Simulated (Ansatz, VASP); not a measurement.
# Cross-check of SiO2 between VASP and Ansatz

Wanted: the spread between two codes on one cell, functional and k mesh. The cell is taken from a series of runs on this material, whose earlier steps may have relaxed, scaled, displaced or heated it; both programs get it as it stands.

Program: Ansatz 0.2.0. Level of theory: plane waves, with VASP 6.6.1 beside it; G0W0 gap at LDA. Results are calculated unless marked as measured.

### 1. The structure

It takes space group I-42d (No. 122, tetragonal). Conventional cell: a = 4.772 Å, b = 4.772 Å, c = 7.525 Å, α = 90.00°, β = 90.00°, γ = 90.00°. Nearest to Si lie 4 O at 1.61 Å. Nearest to O lie 2 Si at 1.61 Å. Farther neighbours and most contacts between anions are not listed.

### 2. VASP: G0W0 gap, LDA

Quasiparticle shifts depend on high empty states and on the cores, so they are the hardest test of two PAW sets.

Lines of VASP's logs that name or quote its potential files are left out, and so is its time.

The run reads the wave functions of an earlier VASP run, which isn't shown here.

File INCAR:

```
SYSTEM = SiO2
PREC = Accurate
ENCUT = 440
ISMEAR = 0
SIGMA = 0.01
LREAL = .FALSE.
GGA = CA
NBANDS = 336
ALGO = EVGW0
NELMGW = 1
ENCUTGW = 140
NOMEGA = 64
PRECFOCK = Fast
NBANDSGW = 24
LWAVE = .FALSE.
LCHARG = .FALSE.
```

File POSCAR:

```
SiO2
1.0
   -2.3859202500      2.3859202500      3.7627200000
    2.3859202500     -2.3859202500      3.7627200000
    2.3859202500      2.3859202500     -3.7627200000
Si O
2 4
Direct
    0.0000000000      0.0000000000      0.0000000000
    0.7500000000      0.2500000000      0.5000000000
    0.9872424568      0.6250000000      0.8622424568
    0.3750000000      0.2372424568      0.3622424568
    0.7627575432      0.1250000000      0.1377575432
    0.8750000000      0.0127575432      0.6377575432
```

File KPOINTS:

```
Automatic mesh
0
Gamma
4 4 4
0 0 0
```

PAW data sets: Si_GW and O_GW (LDA family, release 64).

Launch:

```
> mpirun -np 8 vasp_std
```

Numbers of over 12 decimals in the logs are rounded to 6 here.

What it wrote:

```text
[banner, memory and clock lines left out]
running    8 mpi-ranks, on    1 nodes
 distrk:  each k-point on    8 cores,    1 groups
 distr:  one band on    1 cores,    8 groups

 POSCAR found type information on POSCAR SiO
 POSCAR found :  2 types and       6 ions
|                                                                             |
|           W    W    AA    RRRRR   N    N  II  N    N   GGGG   !!!           |
|           W    W   A  A   R    R  NN   N  II  NN   N  G    G  !!!           |
|           W    W  A    A  R    R  N N  N  II  N N  N  G       !!!           |
|           W WW W  AAAAAA  RRRRR   N  N N  II  N  N N  G  GGG   !            |
|           WW  WW  A    A  R   R   N   NN  II  N   NN  G    G                |
|           W    W  A    A  R    R  N    N  II  N    N   GGGG   !!!           |
|                                                                             |
|     For optimal performance we recommend to set                             |
|       NCORE = 2 up to number-of-cores-per-socket                            |
|     NCORE specifies how many cores store one orbital (NPAR=cpu/NCORE).      |
|     This setting can greatly improve the performance of VASP for DFT.       |
|     The default, NCORE=1 might be grossly inefficient on modern             |
|     multi-core architectures or massively parallel machines. Do your        |
|     Unfortunately you need to use the default for GW and RPA                |
|     calculations (for HF NCORE is supported but not extensively tested      |
|     yet).                                                                   |
|                                                                             |

|                                                                             |
|           W    W    AA    RRRRR   N    N  II  N    N   GGGG   !!!           |
|           W    W   A  A   R    R  NN   N  II  NN   N  G    G  !!!           |
|           W    W  A    A  R    R  N N  N  II  N N  N  G       !!!           |
|           W WW W  AAAAAA  RRRRR   N  N N  II  N  N N  G  GGG   !            |
|           WW  WW  A    A  R   R   N   NN  II  N   NN  G    G                |
|           W    W  A    A  R    R  N    N  II  N    N   GGGG   !!!           |
|                                                                             |
|     The default for ENCUTGWSOFT is different in this version of VASP.       |
|     please manually set ENCUTGWSOFT =140 in the INCAR file.                 |
|                                                                             |

 LDA part: xc-table for (Slater(with rela. corr.)+CA(PZ))
 , standard interpolation
 found WAVECAR, reading the header
 POSCAR, INCAR and KPOINTS ok, starting setup
 FFT: planning ... GRIDC
 FFT: planning ... GRID_SOFT
 FFT: planning ... GRID
 reading WAVECAR
 the WAVECAR file was read successfully
 initial charge from wavefunction
 available memory per node:     90.03 GB, setting MAXMEM to     92192

 The Fermi energy was updated, please check that it is located mid-gap
 values below the HOMO (VB) or above the LUMO (CB) will cause erroneous energies
 E-fermi :   2.3259

 calculate exact exchange contribution
 the WAVEDER file was read successfully
energies w=
    0.000    0.000    0.508    0.000    1.016    0.000    1.521    0.000
    2.022    0.000    2.520    0.000    3.012    0.000    3.499    0.000
    3.979    0.000    4.453    0.000    4.921    0.000    5.382    0.000
    5.837    0.000    6.285    0.000    6.728    0.000    7.166    0.000
    7.599    0.000    8.028    0.000    8.455    0.000    8.878    0.000
    9.300    0.000    9.722    0.000   10.144    0.000   10.567    0.000
   10.992    0.000   11.420    0.000   11.854    0.000   12.293    0.000
   12.739    0.000   13.193    0.000   13.658    0.000   14.135    0.000
   14.626    0.000   15.132    0.000   15.657    0.000   16.203    0.000
   16.772    0.000   17.368    0.000   17.996    0.000   18.658    0.000
   19.361    0.000   20.110    0.000   20.912    0.000   21.775    0.000
   22.710    0.000   23.726    0.000   24.840    0.000   26.067    0.000
   27.429    0.000   28.952    0.000   30.671    0.000   32.627    0.000
   34.877    0.000   37.494    0.000   40.581    0.000   44.277    0.000
   48.783    0.000   54.396    0.000   61.579    0.000   71.088    0.000
   84.254    0.000  103.657    0.000  135.035    0.000  194.265    0.000
 responsefunction array rank=     336
 LDA part: xc-table for (Slater(with rela. corr.)+CA(PZ))
 , standard interpolation

 min. memory requirement per mpi rank    329.9 MB, per node   2639.3 MB

 allocating   8 responsefunctions rank=   336
 shmem allocating  64 responsefunctions rank=   336
 response function shared by NCSHMEM nodes    1
 Doing            8  frequencies on each core in blocks of           64
NQ=   1    0.0000    0.0000    0.0000,
|.........|.........|.........|.........|.........|.........|.........|.........
 performed        865000 updates of chi_q(r,r)
 total number of BLAS operations        721.98 Gflops
NQ=   2    0.2500    0.0000   -0.0000,
|.........|.........|.........|.........|.........|.........|.........|.........
 performed       2423000 updates of chi_q(r,r)
 total number of BLAS operations       2022.77 Gflops
NQ=   3    0.5000    0.0000   -0.0000,
|.........|.........|.........|.........|.........|.........|.........|.........
 performed       3707000 updates of chi_q(r,r)
 total number of BLAS operations       3061.80 Gflops
NQ=   4    0.2500    0.2500   -0.0000,
|.........|.........|.........|.........|.........|.........|.........|.........
 performed       5136000 updates of chi_q(r,r)
 total number of BLAS operations       4247.54 Gflops
NQ=   5    0.5000    0.2500   -0.0000,
|.........|.........|.........|.........|.........|.........|.........|.........
 performed       6823000 updates of chi_q(r,r)
 total number of BLAS operations       5673.52 Gflops
NQ=   6   -0.2500    0.2500    0.0000,
|.........|.........|.........|.........|.........|.........|.........|.........
 performed       8123000 updates of chi_q(r,r)
 total number of BLAS operations       6772.43 Gflops
NQ=   7    0.5000    0.5000   -0.0000,
|.........|.........|.........|.........|.........|.........|.........|.........
 performed       9149000 updates of chi_q(r,r)
 total number of BLAS operations       7645.00 Gflops
NQ=   8    0.2500    0.2500    0.2500,
|.........|.........|.........|.........|.........|.........|.........|.........
 performed      10062000 updates of chi_q(r,r)
 total number of BLAS operations       8431.14 Gflops
NQ=   9   -0.2500    0.2500    0.2500,
|.........|.........|.........|.........|.........|.........|.........|.........
 performed      11362000 updates of chi_q(r,r)
 total number of BLAS operations       9463.46 Gflops
NQ=  10    0.5000    0.5000    0.2500,
|.........|.........|.........|.........|.........|.........|.........|.........
 performed      12662000 updates of chi_q(r,r)
 total number of BLAS operations      10542.17 Gflops
NQ=  11   -0.2500    0.5000    0.2500,
|.........|.........|.........|.........|.........|.........|.........|.........
 performed      14220000 updates of chi_q(r,r)
 total number of BLAS operations      11875.39 Gflops
NQ=  12   -0.2500   -0.2500    0.2500,
|.........|.........|.........|.........|.........|.........|.........|.........
 performed      15262000 updates of chi_q(r,r)
 total number of BLAS operations      12811.28 Gflops
NQ=  13    0.5000    0.5000    0.5000,
|.........|.........|.........|.........|.........|.........|.........|.........
 performed      16127000 updates of chi_q(r,r)
 total number of BLAS operations      13592.55 Gflops
 resolving degeneracies of screened two electron integrals

 calculate QP shifts <psi_nk| G(iteration)W_0 |psi_nk>: iteration 1
 entering main loop
```

OUTCAR, selected parts (step 2):

```text
ion  position               nearest neighbor table
   1  0.000  0.000  0.000-   5 1.61   6 1.61   3 1.61   4 1.61   2 3.04   2 3.04   2 3.04   2 3.04

  LATTYP: Found a body centered tetragonal cell.
 ALAT       =     4.7718405000
 C/A-ratio  =     1.5770518734

 Subroutine GETGRP returns: Found  8 space group operations
 (whereof  4 operations were pure point group operations)

The static configuration has the point symmetry S_4 .
 The point group associated with its full space group is D_2d.

 Found     13 irreducible k-points:

   k-points           NKPTS =     13   k-points in BZ     NKDIM =     64   number of bands    NBANDS=    336

   dimension x,y,z NGX =    36 NGY =   36 NGZ =   36
   dimension x,y,z NGXF=    72 NGYF=   72 NGZF=   72

   ENCUT  =  440.0 eV  32.34 Ry    5.69 a.u.   8.64  8.64  8.64*2*pi/ulx,y,z

   NELECT =      32.0000    total number of electrons

  energy-cutoff  :      440.00
  volume of cell :       85.68
      direct lattice vectors                 reciprocal lattice vectors
    -2.385920250  2.385920250  3.762720000     0.000000000  0.209562746  0.132882596
     2.385920250 -2.385920250  3.762720000     0.209562746  0.000000000  0.132882596
     2.385920250  2.385920250 -3.762720000     0.209562746  0.209562746  0.000000000

 k-points in reciprocal lattice and weights: Automatic mesh
   0.00000000  0.00000000  0.00000000       0.016
   0.25000000  0.00000000 -0.00000000       0.125
   0.50000000  0.00000000 -0.00000000       0.062
   0.25000000  0.25000000 -0.00000000       0.125
   0.50000000  0.25000000 -0.00000000       0.250
  -0.25000000  0.25000000  0.00000000       0.062
   0.50000000  0.50000000 -0.00000000       0.031
   0.25000000  0.25000000  0.25000000       0.031
  -0.25000000  0.25000000  0.25000000       0.062
   0.50000000  0.50000000  0.25000000       0.062
  -0.25000000  0.50000000  0.25000000       0.125
  -0.25000000 -0.25000000  0.25000000       0.031
   0.50000000  0.50000000  0.50000000       0.016

 E-fermi :   2.3259

 QP shifts <psi_nk| G(iteration)W_0 |psi_nk>: iteration 1
 for sc-GW calculations column KS-energies equals QP-energies in previous step
 and V_xc(KS)=  KS-energies - (<T + V_ion + V_H > + <T+V_H+V_ion>^1  + <V_x>^1)
 k-point   1 :       0.0000    0.0000    0.0000
  band No.  KS-energies  QP-energies   sigma(KS)   V_xc(KS)     V^pw_x(r,r')   Z            occupation Imag(sigma)
    ...
     13      -2.0863      -3.8805     -21.2100     -18.9691     -24.8605       0.8007       2.0000       0.0559
     14      -1.4932      -3.3305     -21.0871     -18.7834     -24.8295       0.7975       2.0000       0.0556
     15      -0.5764      -2.2898     -21.6131     -19.4760     -25.2957       0.8017       2.0000       0.0523
     16      -0.5764      -2.2898     -21.6131     -19.4760     -25.2957       0.8017       2.0000       0.0523
     17       5.2282       6.6879      -8.4908     -10.1760      -5.4802       0.8662       0.0000      -0.0344
     18       7.9243       9.7404      -7.9067     -10.0132      -4.3632       0.8621       0.0000      -0.0455
     19      10.2414      12.4559      -9.4643     -12.0951      -5.3395       0.8417       0.0000      -0.0564
     20      10.2414      12.4559      -9.4643     -12.0951      -5.3395       0.8417       0.0000      -0.0564
    ...

 k-point   2 :       0.2500    0.0000   -0.0000
  band No.  KS-energies  QP-energies   sigma(KS)   V_xc(KS)     V^pw_x(r,r')   Z            occupation Imag(sigma)
    ...
     13      -2.0552      -3.8867     -20.9131     -18.6203     -24.5841       0.7988       2.0000       0.0566
     14      -1.4238      -3.2244     -21.3319     -19.0790     -25.0584       0.7992       2.0000       0.0551
     15      -0.7138      -2.4337     -21.6330     -19.4853     -25.3256       0.8008       2.0000       0.0530
     16      -0.6637      -2.3912     -21.4851     -19.3307     -25.1605       0.8018       2.0000       0.0522
     17       6.1432       7.7180      -8.9843     -10.8038      -5.9663       0.8655       0.0000      -0.0376
     18       8.4862      10.3523      -8.2327     -10.4096      -4.6810       0.8573       0.0000      -0.0460
     19       9.2426      11.3035      -9.2555     -11.6819      -5.4999       0.8494       0.0000      -0.0500
     20       9.8883      12.0252      -9.7104     -12.2486      -5.9321       0.8419       0.0000      -0.0526
    ...

 k-point   3 :       0.5000    0.0000   -0.0000
  band No.  KS-energies  QP-energies   sigma(KS)   V_xc(KS)     V^pw_x(r,r')   Z            occupation Imag(sigma)
    ...
     13      -1.9879      -3.8683     -20.6639     -18.3001     -24.4059       0.7955       2.0000       0.0578
     14      -1.3220      -3.0836     -21.5196     -19.3161     -25.2206       0.7995       2.0000       0.0548
     15      -0.9912      -2.7219     -21.6184     -19.4544     -25.3131       0.7998       2.0000       0.0541
     16      -0.7403      -2.4769     -21.3607     -19.1923     -25.0274       0.8009       2.0000       0.0522
     17       7.6392       9.5247      -9.9772     -12.1869      -6.5244       0.8532       0.0000      -0.0451
     18       8.2452       9.9017      -8.2350     -10.1583      -5.2286       0.8613       0.0000      -0.0406
     19       9.1009      10.8848      -7.9103      -9.9887      -4.5043       0.8584       0.0000      -0.0456
     20       9.4632      11.5732      -9.9152     -12.4179      -6.3076       0.8431       0.0000      -0.0494
    ...

 k-point   4 :       0.2500    0.2500   -0.0000
  band No.  KS-energies  QP-energies   sigma(KS)   V_xc(KS)     V^pw_x(r,r')   Z            occupation Imag(sigma)
    ...
     13      -1.9598      -3.8203     -20.7209     -18.3884     -24.4015       0.7976       2.0000       0.0567
     14      -1.5922      -3.3968     -21.2733     -19.0140     -24.9830       0.7987       2.0000       0.0556
     15      -0.8791      -2.6222     -21.5002     -19.3219     -25.1976       0.8003       2.0000       0.0535
     16      -0.7275      -2.4493     -21.6100     -19.4603     -25.3033       0.8009       2.0000       0.0529
     17       7.2568       8.9728      -9.3948     -11.3952      -6.2603       0.8578       0.0000      -0.0406
     18       8.8186      10.6154      -7.9479     -10.0411      -4.4889       0.8584       0.0000      -0.0459
     19       9.0534      11.0267      -9.3375     -11.6605      -5.8522       0.8495       0.0000      -0.0472
     20       9.3158      11.3890      -9.7072     -12.1604      -6.0969       0.8451       0.0000      -0.0492
    ...

[... 4 further parts left out ...]
```

(Continued in part 2 of 2.)

[Lines on the potential files, build, host, timing and source positions are cut from VASP's logs without a mark.]

[Logs are printed without paths, hosts, clocks, repeated set-up lines and the standing remarks that a program may print on its own settings, such as how far it seeks lower states.]

[Hosts, paths, dates, database ids (printed as entryN), source tags and the programs' standing remarks are cut or masked in the printed files.]
